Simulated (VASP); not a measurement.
Level of theory: PBE GGA, VASP's PBE PAW potentials (set 64) (plane waves; VASP).

A VASP calculation is set up with these files.

File POSCAR:
```
Os
1.0
  1.3923000000  -2.4115340000   0.0000000000
  1.3923000000   2.4115340000   0.0000000000
  0.0000000000   0.0000000000   4.4064000000
Os
2
direct
  0.3333330000   0.6666670000   0.2500000000
  0.6666670000   0.3333330000   0.7500000000
```

**KPOINTS**
```
Regular mesh
0
gamma
  14 14 8
```

**INCAR**
```
ALGO = Normal
EDIFF = 1E-6
ENCUT = 525
GGA = PE
ISIF = 2
ISMEAR = 1
LASPH = .TRUE.
LCHARG = .FALSE.
LMAXMIX = 6
LREAL = .FALSE.
LWAVE = .FALSE.
NELM = 100
PREC = Accurate
SIGMA = 0.1
SYSTEM = Os
```

POTCAR, in this order: Os (PBE.64 set). Program: vasp_std.

Unless said otherwise, spin-orbit coupling is left out, though it shifts the bands of the heavy elements here.

### Question
What does the run give for the energy per atom (σ→0), pressure, band gap (on the k-mesh)?

### Answer

The energy per atom (σ→0) is -11.224 eV/atom. The band gap (on the k-mesh) comes out as none (metal, semimetal or under 0.01 eV). The pressure comes out as -13.43 GPa.

OSZICAR:
```
...
DAV:   6    -0.227683908212E+02    0.11760E+01   -0.14266E+00  3128   0.111E+01    0.881E+00
DAV:   7    -0.224555192933E+02    0.31287E+00   -0.87378E-01  3368   0.854E+00    0.380E-01
DAV:   8    -0.224498742786E+02    0.56450E-02   -0.71487E-03  2944   0.678E-01    0.233E-01
DAV:   9    -0.224475790593E+02    0.22952E-02   -0.13141E-03  3152   0.431E-01    0.546E-02
DAV:  10    -0.224476202661E+02   -0.41207E-04   -0.65727E-05  3144   0.841E-02    0.113E-02
DAV:  11    -0.224475881779E+02    0.32088E-04   -0.69250E-06  3032   0.302E-02    0.904E-04
DAV:  12    -0.224475875915E+02    0.58639E-06   -0.13313E-07  1528   0.428E-03
   1 F= -.22447588E+02 E0= -.22447082E+02  d E =-.151764E-02
```

The compound is Os in the hcp structure. The cell was not relaxed at this level. The run is one of a series of settings (ENCUT = 525 against the base run), some of them coarse on purpose.
